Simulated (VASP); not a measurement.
The system is Ba4ZrTi3O12.

```
Ba Zr Ti O
1.0
    -5.68025   -3.27949    2.32885
     5.68025   -3.27949    2.32885
     0.00000    6.55898    2.32885
Ba Zr Ti O
4 1 3 12
Direct
  0.00000 0.00000 0.00000
  0.50000 0.50000 0.00000
  0.50000 0.00000 0.50000
  0.00000 0.50000 0.50000
  0.48450 0.48450 0.48450
  0.98450 0.98450 0.48450
  0.98450 0.48450 0.98450
  0.48450 0.98450 0.98450
  0.26305 0.26305 0.50860
  0.76305 0.76305 0.50860
  0.76305 0.26305 0.00860
  0.26305 0.76305 0.00860
  0.50860 0.26305 0.26305
  0.00860 0.76305 0.26305
  0.00860 0.26305 0.76305
  0.50860 0.76305 0.76305
  0.26305 0.50860 0.26305
  0.76305 0.00860 0.26305
  0.76305 0.50860 0.76305
  0.26305 0.00860 0.76305
```

The cell was built by a generator and needn't be a form met in nature.

- Program: VASP 6.6.1
- Task: relaxation of cell and atoms
- Functional: PBEsol
- Potentials or basis: VASP PAW PBE potentials, release 64 (Ba_sv, Zr_sv, Ti_sv, O)
- Cutoff: 600 eV
- k mesh: 6 × 6 × 5
- Occupations: gaussian, width 0.03 eV
- Spin: no spin polarisation

At the start: pressure 6.1 GPa; volume 13.01 Å³/atom.

Task: How do energy, volume and symmetry change on relaxing?

Result: Over 17 steps the energy falls by 48.1 meV/atom and the volume is 13.33 Å³/atom (+2.4 %); space group R3m (No. 160, to 0.05 Å).

Step by step:
| step | energy change (eV) | largest force (eV/Å) | pressure (GPa) | volume (Å³) |
| --- | --- | --- | --- | --- |
| 1 | 0.0000 | 4.0442 | 6.07 | 260.30 |
| 2 | 0.0267 | 1.9712 | -7.33 | 279.31 |
| 3 | -0.8077 | 1.0583 | -1.65 | 268.63 |
| 4 | -0.8082 | 1.0440 | -1.53 | 268.46 |
| 5 | -0.9297 | 0.6124 | 0.52 | 265.27 |
| 6 | -0.9297 | 0.6201 | 0.54 | 265.25 |
| 7 | -0.9539 | 0.2704 | 0.13 | 266.20 |
| 8 | -0.9569 | 0.1489 | -0.05 | 266.68 |
| 9 | -0.9596 | 0.0648 | 0.05 | 266.64 |
| 10 | -0.9597 | 0.0785 | 0.07 | 266.63 |
| 11 | -0.9608 | 0.0186 | -0.06 | 266.86 |
| 12 | -0.9608 | 0.0240 | -0.08 | 266.88 |
| 13 | -0.9609 | 0.0158 | 0.04 | 266.65 |
| 14 | -0.9609 | 0.0121 | 0.02 | 266.69 |
| 15 | -0.9610 | 0.0115 | -0.02 | 266.70 |
| 16 | -0.9610 | 0.0112 | -0.01 | 266.70 |
| 17 | -0.9610 | 0.0058 | 0.00 | 266.65 |

Final structure:
```cif
data_structure
_symmetry_space_group_name_H-M 'P 1'
_symmetry_Int_Tables_number 1
_cell_length_a 7.0189
_cell_length_b 7.0189
_cell_length_c 7.0189
_cell_angle_alpha 109.424
_cell_angle_beta 109.424
_cell_angle_gamma 109.424
_cell_volume 266.65
loop_
_atom_site_label
_atom_site_type_symbol
_atom_site_fract_x
_atom_site_fract_y
_atom_site_fract_z
_atom_site_occupancy
Ba1 Ba 0.99933 0.99933 0.99933 1
Ba2 Ba 0.49769 0.49769 0.99833 1
Ba3 Ba 0.49769 0.99833 0.49769 1
Ba4 Ba 0.99833 0.49769 0.49769 1
Zr1 Zr 0.50341 0.50341 0.50341 1
Ti1 Ti 0.98925 0.98925 0.47680 1
Ti2 Ti 0.98925 0.47680 0.98925 1
Ti3 Ti 0.47680 0.98925 0.98925 1
O1 O 0.25061 0.25061 0.51081 1
O2 O 0.76687 0.76687 0.51088 1
O3 O 0.76374 0.26350 0.00694 1
O4 O 0.26350 0.76374 0.00694 1
O5 O 0.51081 0.25061 0.25061 1
O6 O 0.00694 0.76374 0.26350 1
O7 O 0.00694 0.26350 0.76374 1
O8 O 0.51088 0.76687 0.76687 1
O9 O 0.25061 0.51081 0.25061 1
O10 O 0.76374 0.00694 0.26350 1
O11 O 0.76687 0.51088 0.76687 1
O12 O 0.26350 0.00694 0.76374 1
```

Caveat: the PAW data sets were made with another functional, which shifts forces and pressure a little.
